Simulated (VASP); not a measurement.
Calculation: PBEsol GGA, VASP's PBE PAW potentials (set 64) (plane waves; VASP).

A VASP calculation is set up with these files.

### INCAR
```
! general
SYSTEM  = ZnPt
PREC    = Accurate
ENCUT   = 400
LREAL   = F   ! projection in real space or not
LASPH   = T

! electronic loop
EDIFF   = 1E-6   ! SCF stop (eV)
NELM    = 100   ! most electronic steps
ALGO    = Normal   ! blocked Davidson
LMAXMIX = 6   ! l cut-off of mixed one-centre charges

! smearing
ISMEAR  = 1   ! Methfessel-Paxton
SIGMA   = 0.1   ! width (eV)

! functional
GGA     = PS

! ions
IBRION  = 2   ! conjugate gradients
NSW     = 60
ISIF    = 3
EDIFFG  = -0.01   ! ionic stop

! output
LWAVE   = F
LCHARG  = F
```

**KPOINTS**
```
K-points
0
Gamma
 12 12 10
0 0 0
```

**POSCAR**
```
ZnPt
1
    2.8345762513     0.0000000000     0.0000000000
    0.0000000000     2.8345762513    -0.0000000000
    0.0000000000    -0.0000000000     3.4745221429
Pt Zn
1 1
Direct
  0.0000000000   0.0000000000   0.0000000000
  0.5000000000   0.5000000000   0.5000000000
```

POTCAR, in this order: Pt Zn (PBE.64 set). Program: vasp_std.

The resulting files:

### OUTCAR
```
 ion  position               nearest neighbor table
   1  0.000  0.000  0.000-   2 2.65   2 2.65   2 2.65   2 2.65   2 2.65   2 2.65   2 2.65   2 2.65
  LATTYP: Found a simple tetragonal cell.
 ALAT       =     2.8345762513
 C/A-ratio  =     1.2257642183
 Subroutine PRICEL returns:
 Original cell was already a primitive cell.
 Subroutine GETGRP returns: Found 16 space group operations
The static configuration has the point symmetry D_4h.
The dynamic configuration has the point symmetry D_4h.
 Subroutine INISYM returns: Found 16 space group operations
 Subroutine IBZKPT returns following result:
 Found    168 irreducible k-points:

 Following reciprocal coordinates:
            Coordinates               Weight
  0.000000  0.000000  0.000000      1.000000
  0.083333  0.000000  0.000000      4.000000
  0.166667  0.000000  0.000000      4.000000
  0.250000  0.000000  0.000000      4.000000
  0.333333  0.000000  0.000000      4.000000
  0.416667  0.000000  0.000000      4.000000
  0.500000  0.000000  0.000000      2.000000
  0.083333  0.083333  0.000000      4.000000
  0.166667  0.083333  0.000000      8.000000
  0.250000  0.083333  0.000000      8.000000
  0.333333  0.083333  0.000000      8.000000
  0.416667  0.083333  0.000000      8.000000
  0.500000  0.083333  0.000000      4.000000
  0.166667  0.166667  0.000000      4.000000
  0.250000  0.166667  0.000000      8.000000
  0.333333  0.166667  0.000000      8.000000
  0.416667  0.166667  0.000000      8.000000
  0.500000  0.166667  0.000000      4.000000
  0.250000  0.250000  0.000000      4.000000
  0.333333  0.250000  0.000000      8.000000
  0.416667  0.250000  0.000000      8.000000
  0.500000  0.250000  0.000000      4.000000
  0.333333  0.333333  0.000000      4.000000
  0.416667  0.333333  0.000000      8.000000
...
```

OSZICAR:
```
       N       E                     dE             d eps       ncg     rms          rms(c)
DAV:   1     0.945994584831E+02    0.94599E+02   -0.97797E+03  5312   0.166E+03
DAV:   2    -0.699458414637E+01   -0.10159E+03   -0.97729E+02  5411   0.290E+02
DAV:   3    -0.101309417592E+02   -0.31364E+01   -0.31184E+01  6013   0.587E+01
DAV:   4    -0.101527207919E+02   -0.21779E-01   -0.21774E-01  5873   0.428E+00
DAV:   5    -0.101530302062E+02   -0.30941E-03   -0.30941E-03  6125   0.535E-01    0.111E+01
DAV:   6    -0.972535555722E+01    0.42767E+00   -0.12807E+00  5698   0.234E+01    0.576E+00
DAV:   7    -0.968386946847E+01    0.41486E-01   -0.59888E-02  7305   0.318E+00    0.244E+00
DAV:   8    -0.967413075395E+01    0.97387E-02   -0.87396E-03  6748   0.125E+00    0.132E-01
DAV:   9    -0.967409520130E+01    0.35553E-04   -0.69051E-04  5997   0.292E-01    0.512E-02
DAV:  10    -0.967408814107E+01    0.70602E-05   -0.67145E-05  5971   0.870E-02    0.824E-03
DAV:  11    -0.967408812726E+01    0.13816E-07   -0.11168E-06  3792   0.251E-02
   1 F= -.96740881E+01 E0= -.96741087E+01  d E =-.967409E+01
```

File OUTCAR:
```
------------------------ aborting loop because EDIFF is reached ----------------------------------------
  FORCE on cell =-STRESS in cart. coord.  units (eV):
  Direction    XX          YY          ZZ          XY          YZ          ZX
  --------------------------------------------------------------------------------------
  Total        0.0063850      0.0063850      0.0033755      0.0000000      0.0000000      0.0000000
  in kB        0.3664396      0.3664396      0.1937218      0.0000000      0.0000000      0.0000000
  external PRESSURE =       0.3088670 kB  Pullay stress =       0.0000000 kB
  volume of cell :       27.92
      direct lattice vectors                 reciprocal lattice vectors
     2.834576251  0.000000000  0.000000000     0.352786417  0.000000000  0.000000000
     0.000000000  2.834576251  0.000000000     0.000000000  0.352786417  0.000000000
     0.000000000  0.000000000  3.474522143     0.000000000  0.000000000  0.287809362
 POSITION                                       TOTAL-FORCE (eV/Angst)
 -----------------------------------------------------------------------------------
      0.00000      0.00000      0.00000         0.000000      0.000000      0.000000
      1.41729      1.41729      1.73726         0.000000      0.000000      0.000000
 -----------------------------------------------------------------------------------
    total drift:                                0.000000     -0.000000     -0.000000
  FREE ENERGIE OF THE ION-ELECTRON SYSTEM (eV)
  ---------------------------------------------------
  free  energy   TOTEN  =        -9.6740881273 eV

  energy  without entropy=       -9.6741497137  energy(sigma->0) =       -9.67410866

 reached required accuracy - stopping structural energy minimisation
```
(Selected blocks of OUTCAR.)

The structure comes from a measured ZnPt entry (P4/mmm) of the Crystallography Open Database, whose conditions weren't checked. It was relaxed first. The start is the result of an earlier pass.
